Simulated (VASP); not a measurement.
An input for Quantum ESPRESSO's pw.x (written as the equivalent of a VASP run, and not itself run):

```
&CONTROL
  calculation = 'scf'
  pseudo_dir = './pseudo'
  outdir = './out'
  tprnfor = .true.
  tstress = .true.
/
&SYSTEM
  ibrav = 0
  nat = 2
  ntyp = 2
  ecutwfc = 84
  occupations = 'smearing'
  smearing = 'gaussian'
  degauss = 0.003675
  input_dft = 'pbe'
/
&ELECTRONS
  conv_thr = 7.3e-09
  electron_maxstep = 100
/
ATOMIC_SPECIES
  K 39.098 K.upf
  F 18.998 F.upf
CELL_PARAMETERS angstrom
     0.0000000    2.6829280    2.6829280
     2.6829280    0.0000000    2.6829280
     2.6829280    2.6829280    0.0000000
ATOMIC_POSITIONS crystal
  K    0.0000000  0.0000000  0.0000000
  F    0.5000000  0.5000000  0.5000000
K_POINTS automatic
  8 8 8 0 0 0
```

Question: Write the VASP files for the same calculation (PBE).

Answer: One answer among several that fit: 
**INCAR**
```
# general
SYSTEM = KF
PREC   = Accurate
ENCUT  = 520   # plane-wave cut-off (eV)
LREAL  = .FALSE.
LASPH  = .TRUE.   # aspherical one-centre terms

# electronic loop
EDIFF  = 1E-7   # SCF stop (eV)
NELM   = 100   # most electronic steps
ALGO   = Normal   # blocked Davidson

# smearing
ISMEAR = 0   # Gaussian
SIGMA  = 0.05

# functional
GGA    = PE

# ions
ISIF   = 2

# output
LWAVE  = .FALSE.
LCHARG = .FALSE.
```

KPOINTS:
```
Automatic mesh
0
Gamma
8 8 8
0 0 0
```

File POSCAR:
```
KF
1
    0.0000000000     2.6829279834     2.6829279834
    2.6829279834     0.0000000000     2.6829279834
    2.6829279834     2.6829279834     0.0000000000
K F
1 1
Direct
  0.0000000000   0.0000000000   0.0000000000
  0.5000000000   0.5000000000   0.5000000000
```

POTCAR, in this order: K_sv F (PBE.64 set). Program: vasp_std.

What does not carry over: the potentials are each code's own (VASP's PAW set, PseudoDojo norm-conserving files in pw.x), so ENCUT and ecutwfc are chosen apart and not converted; conv_thr bounds pw.x's estimated SCF error, while EDIFF bounds the energy change between steps.

The compound is KF in the rock salt structure. This cell is one point of a volume scan, at 0.97 of the reference volume.
